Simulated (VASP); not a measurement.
Wanted: the native input for a VASP 6.6.1 run.

```
Task                   : relaxation of cell and atoms
Functional             : PBE
Potentials or basis    : VASP PAW PBE potentials, release 64 (W_sv)
Cutoff                 : 520 eV
k mesh                 : 18 × 18 × 18
Occupations            : gaussian, width 1 eV
Spin                   : no spin polarisation
Further INCAR settings : ALGO = Normal; EDIFF = 1e-07; IBRION = 2; EDIFFG = -0.002; NSW = 80; ISIF = 3
```

The structure of W lies in POSCAR:

```
W
1.0
   -1.5823450000      1.5823450000      1.5823450000
    1.5823450000     -1.5823450000      1.5823450000
    1.5823450000      1.5823450000     -1.5823450000
W
1
Direct
    0.0000000000      0.0000000000      0.0000000000
```

The input as run:

INCAR

```
PREC = Accurate
ENCUT = 520
EDIFF = 1E-7
ISMEAR = 0
SIGMA = 1.0
LREAL = False
LASPH = True
NELM = 100
ALGO = Normal
ISIF = 3
LWAVE = False
LCHARG = False
GGA = PE
IBRION = 2
NSW = 80
EDIFFG = -0.002
```

KPOINTS

```
Automatic mesh
0
Gamma
  18 18 18
```

Potentials or basis: VASP PAW PBE potentials, release 64 (W_sv).

Command:

```console
$ cat potpaw_PBE.64/W_sv/POTCAR > POTCAR
$ mpirun -np 1 vasp_std > vasp.out
```

Results of the run:

The relaxed volume is 16.21 Å³/atom, the relaxed cell is a = 2.762 Å, b = 2.762 Å, c = 2.762 Å, α = 109.47°, β = 109.47°, γ = 109.47° and the space group after relaxing (to 0.05 Å) is Im-3m (No. 229). The energy gained by relaxing is 7.9 meV/atom, the ionic steps are 4 and the pressure after relaxing is 0.0 GPa. The band gap on the k mesh is none (metal or under the smearing width).

Wall time 40 s on 1 thread of Intel(R) Xeon(R) Platinum 8488C (Sapphire Rapids), on a shared host, peak memory 0.16 GiB.
